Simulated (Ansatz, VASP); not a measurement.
# MgO (Periclase): VASP beside Ansatz, part 2 of 2

One calculation is typed for both programs; each brings its own data sets. How far apart do they land? The cell is taken from a series of runs on this material, whose earlier steps may have relaxed, scaled, displaced or heated it; both programs get it as it stands.

VASP 6.6.1 and Ansatz 0.2.0.

So far: Starting point; Ansatz: zone-centre phonons, LDA.

### Step 3. VASP: zone-centre phonons, LDA

Level of this step: LDA; plane waves and PAW (O, Mg) (VASP).

The same cell, functional (in two slightly different forms) and mesh now go to VASP, with its own data sets.

Lines of VASP's logs that name or quote its potential files are left out, and so is its time.

INCAR

```
SYSTEM = MgO
PREC = Accurate
ENCUT = 600
EDIFF = 1E-08
NELM = 120
ISMEAR = 0
SIGMA = 0.01
LREAL = .FALSE.
ALGO = Normal
GGA = CA
NBANDS = 10
LORBIT = 11
LWAVE = .FALSE.
LCHARG = .FALSE.
ISIF = 2
IBRION = 8
LEPSILON = .TRUE.
LASPH = .TRUE.
GGA_COMPAT = .FALSE.
EFERMI = MIDGAP
KPAR = 2
```

POSCAR

```
MgO
1.0
    0.0000000000      2.1211240079      2.1211240079
    2.1211240079      0.0000000000      2.1211240079
    2.1211240079      2.1211240079      0.0000000000
O Mg
1 1
Direct
    0.5000000000      0.5000000000      0.5000000000
    0.0000000000      0.0000000000      0.0000000000
```

KPOINTS

```
Automatic mesh
0
Gamma
12 12 12
0 0 0
```

Potentials, in the order of the species: O and Mg (LDA family, release 64).

The run is started by

```console
$ mpirun -np 2 vasp_std
```

Numbers of over 12 decimals in the logs are rounded to 6 here.

Log:

```text
[banner, memory and clock lines left out]
running    2 mpi-ranks, on    1 nodes
 distrk:  each k-point on    1 cores,    2 groups
 distr:  one band on    1 cores,    1 groups

 POSCAR found type information on POSCAR O Mg
 POSCAR found :  2 types and       2 ions
 LDA part: xc-table for (Slater(with rela. corr.)+CA(PZ))
 , standard interpolation
 POSCAR, INCAR and KPOINTS ok, starting setup
 FFT: planning ... GRIDC
 FFT: planning ... GRID_SOFT
 FFT: planning ... GRID
 WAVECAR not read
 entering main loop
       N       E                     dE             d eps       ncg     rms          rms(c)
DAV:   1     0.110071837285E+02    0.11007E+02   -0.50188E+03  1688   0.791E+02
DAV:   2    -0.144415597335E+02   -0.25449E+02   -0.24839E+02  1572   0.141E+02
DAV:   3    -0.149679003022E+02   -0.52634E+00   -0.52598E+00  1724   0.178E+01
DAV:   4    -0.149691849589E+02   -0.12847E-02   -0.12846E-02  1610   0.933E-01
DAV:   5    -0.149691889586E+02   -0.39997E-05   -0.39997E-05  1632   0.492E-02    0.701E+00
DAV:   6    -0.134725412598E+02    0.14966E+01   -0.92295E+00  1482   0.177E+01    0.232E+00
DAV:   7    -0.134301008214E+02    0.42440E-01   -0.74761E-02  1550   0.253E+00    0.129E+00
DAV:   8    -0.134054401708E+02    0.24661E-01   -0.33436E-02  1474   0.200E+00    0.215E-01
DAV:   9    -0.134051773500E+02    0.26282E-03   -0.26440E-04  1660   0.134E-01    0.142E-01
DAV:  10    -0.134050208468E+02    0.15650E-03   -0.37605E-04  1524   0.182E-01    0.842E-03
DAV:  11    -0.134050199476E+02    0.89922E-06   -0.38817E-06  1562   0.111E-02    0.320E-03
DAV:  12    -0.134050199481E+02   -0.47874E-09   -0.20712E-07  1602   0.326E-03    0.824E-04
DAV:  13    -0.134050199419E+02    0.61771E-08   -0.79745E-09   904   0.104E-03
   1 F= -.13405020E+02 E0= -.13405020E+02  d E =0.000000E+00
 Linear response reoptimize wavefunctions to high precision
DAV:   1    -0.134050199426E+02   -0.67604E-09   -0.21597E-10   934   0.157E-04
DAV:   2    -0.134050199426E+02   -0.20918E-10   -0.13977E-11   798   0.383E-05
 Linear response G [H, r] |phi>, progress :
  Direction:   1
       N       E                     dE             d eps       ncg     rms
RMM:   1    -0.320306068041E+02   -0.32031E+02    0.11970E+01  3203   0.501E+01
RMM:   2    -0.303174011063E+02    0.17132E+01   -0.66779E-01  2305   0.680E+00
RMM:   3    -0.303201508947E+02   -0.27498E-02   -0.41923E-03  2401   0.406E-01
RMM:   4    -0.303202050367E+02   -0.54142E-04   -0.45420E-05  2566   0.310E-02
RMM:   5    -0.303202054163E+02   -0.37968E-06   -0.35310E-07  2620   0.250E-03
RMM:   6    -0.303202054208E+02   -0.44989E-08   -0.72485E-08  2384   0.254E-04
 Linear response G [H, r] |phi>, progress :
  Direction:   2
       N       E                     dE             d eps       ncg     rms
RMM:   1    -0.305292964098E+02   -0.30529E+02    0.14841E+01  3175   0.495E+01
RMM:   2    -0.301321928060E+02    0.39710E+00   -0.72559E-01  2304   0.710E+00
RMM:   3    -0.301349459559E+02   -0.27531E-02   -0.36914E-03  2391   0.403E-01
RMM:   4    -0.301349965368E+02   -0.50581E-04   -0.50465E-05  2562   0.319E-02
RMM:   5    -0.301349969966E+02   -0.45974E-06   -0.38084E-07  2612   0.271E-03
RMM:   6    -0.301349970015E+02   -0.49081E-08   -0.60702E-08  2365   0.272E-04
 Linear response G [H, r] |phi>, progress :
  Direction:   3
       N       E                     dE             d eps       ncg     rms
RMM:   1    -0.272569769160E+02   -0.27257E+02    0.56577E+01  3067   0.489E+01
RMM:   2    -0.256370089658E+02    0.16200E+01   -0.49820E-01  2263   0.576E+00
RMM:   3    -0.256383111641E+02   -0.13022E-02   -0.22026E-03  2362   0.313E-01
RMM:   4    -0.256383395390E+02   -0.28375E-04   -0.41379E-05  2465   0.267E-02
RMM:   5    -0.256383399543E+02   -0.41533E-06   -0.28192E-07  2518   0.224E-03
RMM:   6    -0.256383399611E+02   -0.67495E-08   -0.18353E-08  2184   0.232E-04
 Linear response to external field (no local field effect), progress :
  Direction:   1
       N       E                     dE             d eps       ncg     rms          rms(c)
RMM:   1    -0.137096283559E+00   -0.13710E+00   -0.43417E-01  3236   0.181E+00
RMM:   2    -0.137663982354E+00   -0.56770E-03   -0.99675E-04  2279   0.220E-01
RMM:   3    -0.137667204150E+00   -0.32218E-05   -0.23052E-06  2361   0.109E-02
RMM:   4    -0.137667213711E+00   -0.95609E-08   -0.92722E-09  2341   0.710E-04
 change of polarisation eV/A/(eV/A) component  1 :     0.275     0.089     0.025
 dielectric tensor                  component  1 :     3.610     0.845     0.242
 Linear response to external field (no local field effect), progress :
  Direction:   2
       N       E                     dE             d eps       ncg     rms          rms(c)
RMM:   1    -0.139223438691E+00   -0.13922E+00   -0.45227E-01  3168   0.180E+00
RMM:   2    -0.139760566597E+00   -0.53713E-03   -0.10761E-03  2257   0.225E-01
RMM:   3    -0.139764885150E+00   -0.43186E-05   -0.27954E-06  2353   0.118E-02
RMM:   4    -0.139764899094E+00   -0.13945E-07   -0.11937E-08  2370   0.784E-04
RMM:   5    -0.139764899165E+00   -0.70542E-10   -0.11116E-10  1809   0.623E-05
 change of polarisation eV/A/(eV/A) component  2 :     0.089     0.280    -0.043
 dielectric tensor                  component  2 :     0.845     3.650    -0.407
 Linear response to external field (no local field effect), progress :
  Direction:   3
       N       E                     dE             d eps       ncg     rms          rms(c)
RMM:   1    -0.850926552975E-01   -0.85093E-01   -0.22484E-01  3132   0.140E+00
RMM:   2    -0.857024669044E-01   -0.60981E-03   -0.60923E-04  2259   0.164E-01
RMM:   3    -0.857041353918E-01   -0.16685E-05   -0.15111E-06  2323   0.823E-03
RMM:   4    -0.857041415063E-01   -0.61145E-08   -0.67719E-09  2208   0.558E-04
 change of polarisation eV/A/(eV/A) component  3 :     0.025    -0.043     0.171
 dielectric tensor                  component  3 :     0.242    -0.407     2.625
 Linear response to external field, progress :
  Direction:   1
       N       E                     dE             d eps       ncg     rms          rms(c)
RMM:   1    -0.120515292792E+00   -0.12052E+00   -0.37087E-01  7152   0.166E+00
RMM:   2    -0.121042329319E+00   -0.52704E-03   -0.89128E-04  5106   0.201E-01    0.547E-01
RMM:   3    -0.118117056877E+00    0.29253E-02   -0.12817E-03  5073   0.271E-01    0.320E-01
RMM:   4    -0.122530083640E+00   -0.44130E-02   -0.22461E-03  5065   0.371E-01    0.255E-02
RMM:   5    -0.122895587268E+00   -0.36550E-03   -0.19361E-05  5334   0.396E-02    0.501E-03
RMM:   6    -0.122956541888E+00   -0.60955E-04   -0.10449E-07  5476   0.285E-03    0.191E-03
RMM:   7    -0.122965280299E+00   -0.87384E-05   -0.44988E-08  5303   0.164E-03    0.145E-04
RMM:   8    -0.122966098712E+00   -0.81841E-06   -0.88195E-10  5196   0.244E-04    0.445E-05
RMM:   9    -0.122966204869E+00   -0.10616E-06   -0.70673E-12  3392   0.377E-05    0.884E-06
 change of polarisation eV/A/(eV/A) component  1 :     0.230     0.048     0.017
 dielectric tensor                  component  1 :     3.177     0.456     0.165
 Linear response to external field, progress :
  Direction:   2
       N       E                     dE             d eps       ncg     rms          rms(c)
RMM:   1    -0.120447248432E+00   -0.12045E+00   -0.37019E-01  7163   0.167E+00
RMM:   2    -0.121042334633E+00   -0.59509E-03   -0.89525E-04  5105   0.203E-01    0.547E-01
RMM:   3    -0.118117091887E+00    0.29252E-02   -0.12816E-03  5076   0.271E-01    0.320E-01
RMM:   4    -0.122530073209E+00   -0.44130E-02   -0.22462E-03  5069   0.371E-01    0.255E-02
RMM:   5    -0.122895642406E+00   -0.36557E-03   -0.19322E-05  5332   0.395E-02    0.500E-03
RMM:   6    -0.122956634356E+00   -0.60992E-04   -0.10427E-07  5479   0.285E-03    0.190E-03
RMM:   7    -0.122965253688E+00   -0.86193E-05   -0.45054E-08  5306   0.164E-03    0.148E-04
RMM:   8    -0.122966102916E+00   -0.84923E-06   -0.97643E-10  5234   0.250E-04    0.446E-05
RMM:   9    -0.122966188370E+00   -0.85454E-07   -0.43590E-11  3332   0.363E-05    0.878E-06
 change of polarisation eV/A/(eV/A) component  2 :     0.037     0.230    -0.003
 dielectric tensor                  component  2 :     0.351     3.177    -0.031
 Linear response to external field, progress :
  Direction:   3
       N       E                     dE             d eps       ncg     rms          rms(c)
RMM:   1    -0.120449836742E+00   -0.12045E+00   -0.37021E-01  7156   0.167E+00
RMM:   2    -0.121042327226E+00   -0.59249E-03   -0.89532E-04  5104   0.203E-01    0.547E-01
RMM:   3    -0.118117093702E+00    0.29252E-02   -0.12818E-03  5077   0.271E-01    0.320E-01
RMM:   4    -0.122530062104E+00   -0.44130E-02   -0.22464E-03  5069   0.371E-01    0.255E-02
RMM:   5    -0.122895671832E+00   -0.36561E-03   -0.19336E-05  5335   0.395E-02    0.500E-03
RMM:   6    -0.122956625659E+00   -0.60954E-04   -0.10433E-07  5478   0.285E-03    0.190E-03
RMM:   7    -0.122965257555E+00   -0.86319E-05   -0.45083E-08  5308   0.164E-03    0.148E-04
RMM:   8    -0.122966104565E+00   -0.84701E-06   -0.97848E-10  5251   0.250E-04    0.446E-05
RMM:   9    -0.122966190595E+00   -0.86029E-07   -0.43951E-11  3326   0.363E-05    0.878E-06
 change of polarisation eV/A/(eV/A) component  3 :     0.005     0.026     0.230
 dielectric tensor                  component  3 :     0.045     0.249     3.177
 Linear response DOF=           2
 Linear response progress:
  Degree of freedom:   1/  2
       N       E                     dE             d eps       ncg     rms          rms(c)
RMM:   1    -0.349568444172E+00   -0.34957E+00    0.37832E-01  5872   0.425E+00
RMM:   2    -0.349724474900E+00   -0.15603E-03   -0.17333E-03  5143   0.340E-01    0.126E-01
RMM:   3    -0.351033220884E+00   -0.13087E-02   -0.34028E-04  4934   0.133E-01    0.679E-02
RMM:   4    -0.353018889639E+00   -0.19857E-02   -0.34536E-04  4672   0.137E-01    0.167E-02
RMM:   5    -0.353015816726E+00    0.30729E-05   -0.47677E-06  5374   0.202E-02    0.142E-03
RMM:   6    -0.353013039901E+00    0.27768E-05   -0.30804E-08  5630   0.163E-03    0.812E-04
RMM:   7    -0.353008540206E+00    0.44997E-05   -0.13986E-09  5442   0.356E-04    0.479E-05
RMM:   8    -0.353008360581E+00    0.17962E-06   -0.53783E-11  5658   0.515E-05    0.166E-05
RMM:   9    -0.353008417944E+00   -0.57362E-07   -0.14245E-11  5623   0.141E-05    0.226E-06
RMM:  10    -0.353008419178E+00   -0.12341E-08   -0.20852E-11  4041   0.305E-06    0.535E-07
 first order change of Fermi-energy   0.13091E-02
 force on displaced ion       1 direction 1 :  -4.546   0.000   0.000
 Born effective charge ion    1 direction 1 :  -1.978   0.000   0.000
 Linear response progress:
  Degree of freedom:   2/  2
       N       E                     dE             d eps       ncg     rms          rms(c)
RMM:   1    -0.198170399677E-02   -0.19817E-02    0.81924E-05  6708   0.497E-01
RMM:   2    -0.193459780830E-02    0.47106E-04   -0.13866E-04  4979   0.798E-02    0.330E-02
RMM:   3    -0.190997016764E-02    0.24628E-04   -0.13799E-05  5199   0.258E-02    0.174E-02
RMM:   4    -0.190777780081E-02    0.21924E-05   -0.12085E-05  5213   0.236E-02    0.328E-03
RMM:   5    -0.190756277818E-02    0.21502E-06   -0.14780E-07  5222   0.294E-03    0.324E-04
RMM:   6    -0.190751432668E-02    0.48451E-07   -0.73520E-10  5211   0.224E-04    0.136E-04
RMM:   7    -0.190740995003E-02    0.10438E-06   -0.26240E-10  5329   0.131E-04    0.139E-05
RMM:   8    -0.190742514212E-02   -0.15192E-07   -0.72443E-12  5429   0.134E-05    0.297E-06
RMM:   9    -0.190742341273E-02    0.17294E-08   -0.36254E-12  4900   0.354E-06    0.520E-07
 first order change of Fermi-energy   0.41557E-04
 force on displaced ion       2 direction 1 :  -4.526   0.000   0.000
 Born effective charge ion    2 direction 1 :   1.977   0.000   0.000
 Born effective charges drift removed
 Linear response finished
```

Parts of OUTCAR (step 3):

```text
ion  position               nearest neighbor table
   1  0.500  0.500  0.500-   2 2.12   2 2.12   2 2.12   2 2.12   2 2.12   2 2.12
   2  0.000  0.000  0.000-   1 2.12   1 2.12   1 2.12   1 2.12   1 2.12   1 2.12

  LATTYP: Found a face centered cubic cell.
 ALAT       =     4.2422480158

 Subroutine GETGRP returns: Found 48 space group operations
 (whereof 48 operations were pure point group operations)

The static configuration has the point symmetry O_h .

 Found     72 irreducible k-points:

   k-points           NKPTS =     72   k-points in BZ     NKDIM =     72   number of bands    NBANDS=     10

   dimension x,y,z NGX =    24 NGY =   24 NGZ =   24
   dimension x,y,z NGXF=    48 NGYF=   48 NGZF=   48

   ENCUT  =  600.0 eV  44.10 Ry    6.64 a.u.   5.99  5.99  5.99*2*pi/ulx,y,z

   NELECT =       8.0000    total number of electrons

 k-points in reciprocal lattice and weights: Automatic mesh
   0.00000000  0.00000000  0.00000000       0.001
   0.08333333  0.00000000  0.00000000       0.005
   0.16666667  0.00000000  0.00000000       0.005
   0.25000000  0.00000000  0.00000000       0.005
   0.33333333  0.00000000  0.00000000       0.005
   0.41666667  0.00000000  0.00000000       0.005
   0.50000000  0.00000000  0.00000000       0.002
   0.08333333  0.08333333  0.00000000       0.003
   0.16666667  0.08333333  0.00000000       0.014
[...]
-0.33333333  0.50000000  0.16666667       0.007
  -0.25000000  0.50000000  0.25000000       0.003

 average (electrostatic) potential at core
       1 -70.9259       2 -35.3648

  Total       -1.3060994     -1.3060994     -1.3060994      0.0000000      0.0000000     -0.0000000
  in kB     -109.6373731   -109.6373731   -109.6373731      0.0000000      0.0000000     -0.0000000
  external PRESSURE =    -109.6373731 kB  Pullay stress =       0.0000000 kB

  energy-cutoff  :      600.00
  volume of cell :       19.09
      direct lattice vectors                 reciprocal lattice vectors
     0.000000000  2.121124008  2.121124008    -0.235724077  0.235724077  0.235724077
     2.121124008  0.000000000  2.121124008     0.235724077 -0.235724077  0.235724077
     2.121124008  2.121124008  0.000000000     0.235724077  0.235724077 -0.235724077

 POSITION                                       TOTAL-FORCE (eV/Angst)
 -----------------------------------------------------------------------------------
      2.12112      2.12112      2.12112         0.000000      0.000000     -0.000000
      0.00000      0.00000      0.00000        -0.000000     -0.000000      0.000000
 -----------------------------------------------------------------------------------
    total drift:                               -0.000000     -0.000000      0.000000

 MACROSCOPIC STATIC DIELECTRIC TENSOR (including local field effects in DFT)
 ------------------------------------------------------
           3.176564     0.000000     0.000000
          -0.000000     3.176564     0.000000
           0.000000     0.000000     3.176564
 ------------------------------------------------------

 PIEZOELECTRIC TENSOR (including local field effects)  for field in x, y, z        (C/m^2)
          XX          YY          ZZ          XY          YZ          ZX
  --------------------------------------------------------------------------------
  x     0.00000     0.00000     0.00000     0.00000     0.00000     0.00000
  y     0.00000     0.00000     0.00000     0.00000     0.00000     0.00000
  z     0.00000     0.00000     0.00000     0.00000     0.00000     0.00000

 BORN EFFECTIVE CHARGES (including local field effects) (in |e|, cummulative output)
 ---------------------------------------------------------------------------------
 ion    1
    1    -1.97748    -0.00000     0.00000
    2     0.00000    -1.97748     0.00000
    3     0.00000     0.00000    -1.97748
 ion    2
    1     1.97748     0.00000    -0.00000
    2    -0.00000     1.97748     0.00000
    3     0.00000    -0.00000     1.97748

 Eigenvectors and eigenvalues of the dynamical matrix
 ----------------------------------------------------

   1 f  =   10.721607 THz    67.365842 2PiTHz  357.634304 cm-1    44.340983 meV
             X         Y         Z           dx          dy          dz
      2.121124  2.121124  2.121124     0.000000    0.777255    0.000000
      0.000000  0.000000  0.000000     0.000000   -0.629186    0.000000

   2 f  =   10.721607 THz    67.365842 2PiTHz  357.634304 cm-1    44.340983 meV
             X         Y         Z           dx          dy          dz
      2.121124  2.121124  2.121124     0.777255    0.000000    0.000000
      0.000000  0.000000  0.000000    -0.629186    0.000000    0.000000

   3 f  =   10.721607 THz    67.365842 2PiTHz  357.634304 cm-1    44.340983 meV
             X         Y         Z           dx          dy          dz
      2.121124  2.121124  2.121124     0.000000    0.000000    0.777255
      0.000000  0.000000  0.000000     0.000000    0.000000   -0.629186

   4 f/i=    0.012031 THz     0.075590 2PiTHz    0.401296 cm-1     0.049754 meV
             X         Y         Z           dx          dy          dz
      2.121124  2.121124  2.121124    -0.629186    0.000000    0.000000
      0.000000  0.000000  0.000000    -0.777255    0.000000    0.000000

   5 f/i=    0.012031 THz     0.075590 2PiTHz    0.401296 cm-1     0.049754 meV
             X         Y         Z           dx          dy          dz
      2.121124  2.121124  2.121124     0.000000   -0.629186    0.000000
      0.000000  0.000000  0.000000     0.000000   -0.777255    0.000000

   6 f/i=    0.012031 THz     0.075590 2PiTHz    0.401296 cm-1     0.049754 meV
             X         Y         Z           dx          dy          dz
      2.121124  2.121124  2.121124     0.000000    0.000000   -0.629186
      0.000000  0.000000  0.000000     0.000000    0.000000   -0.777255

 MACROSCOPIC STATIC DIELECTRIC TENSOR IONIC CONTRIBUTION
 ------------------------------------------------------
           8.173223     0.000000    -0.000000
           0.000000     8.173223     0.000000
          -0.000000     0.000000     8.173223
 ------------------------------------------------------

 ELASTIC MODULI CONTR FROM IONIC RELAXATION (kBar)
 Direction    XX          YY          ZZ          XY          YZ          ZX
 --------------------------------------------------------------------------------
 XX           0.0000      0.0000      0.0000      0.0000      0.0000      0.0000
 YY           0.0000      0.0000      0.0000      0.0000      0.0000      0.0000
 ZZ           0.0000      0.0000      0.0000      0.0000      0.0000      0.0000
 XY           0.0000      0.0000      0.0000      0.0000      0.0000      0.0000
 YZ           0.0000      0.0000      0.0000      0.0000      0.0000      0.0000
 ZX           0.0000      0.0000      0.0000      0.0000      0.0000      0.0000
 --------------------------------------------------------------------------------

 PIEZOELECTRIC TENSOR IONIC CONTR  for field in x, y, z        (C/m^2)
          XX          YY          ZZ          XY          YZ          ZX
  --------------------------------------------------------------------------------
  x     0.00000     0.00000     0.00000     0.00000     0.00000     0.00000
  y     0.00000     0.00000     0.00000     0.00000     0.00000     0.00000
  z     0.00000     0.00000     0.00000     0.00000     0.00000     0.00000
```

### Step 4. Side by side

Known differences besides the potentials themselves: the two LDA forms differ slightly; fixed occupations in Ansatz, narrow Gaussian smearing in VASP; the data sets hold 16 valence electrons in Ansatz (on its PAW soft_1 files) and 8 in VASP; the cutoff is 420 eV in Ansatz and 600 eV in VASP; VASP's log shows a relativistic correction to its local exchange, Ansatz's none. Total energies have different zeros and are not compared.

Both answers:

```csv
quantity,Ansatz,VASP,difference
ε∞ xx,3.25,3.18,+2.36 %
ε∞ yy,3.25,3.18,+2.36 %
ε∞ zz,3.25,3.18,+2.36 %
Born charge of O1 (mean of the diagonal) (e),-1.99,-1.98,-0.02
Born charge of Mg2 (mean of the diagonal) (e),1.99,1.98,+0.02
optical mode 1 to 3 (cm⁻¹),352.0,357.6,-1.58 %
```

Modes are paired by rising frequency, not by their patterns, so a pair may set unlike modes beside each other; they are those without the splitting of longitudinal modes.

### Step 5. Summary of results

```yaml
r_m_s_difference_of_the_optical_zone_centre_modes_each_program_s_sorted_by_frequency_zone_centre_phonons_lda: 5.6 cm⁻¹
difference_in_eps_infinity_xx_zone_centre_phonons_lda: +2.4 %
```

In words: The r.m.s. difference of the optical zone-centre modes, each program's sorted by frequency is 5.6 cm⁻¹ (zone-centre phonons, LDA). The data sets hold unlike numbers of valence electrons (16 in Ansatz and 8 in VASP), so part of the differences comes from the potentials. Among the rows given in per cent, the largest difference of the zone-centre phonons, LDA pair is in ε∞ xx, +2.4 %. Such differences can come from data sets, numerical settings and the points named under the comparisons, not from the functional's error against experiment.

[Lines on the potential files, build, host, timing and source positions are cut from VASP's logs without a mark.]

[Logs are printed without paths, hosts, clocks, repeated set-up lines and the standing remarks that a program may print on its own settings, such as how far it seeks lower states.]

[Hosts, paths, dates, database ids (printed as entryN), source tags and the programs' standing remarks are cut or masked in the printed files.]
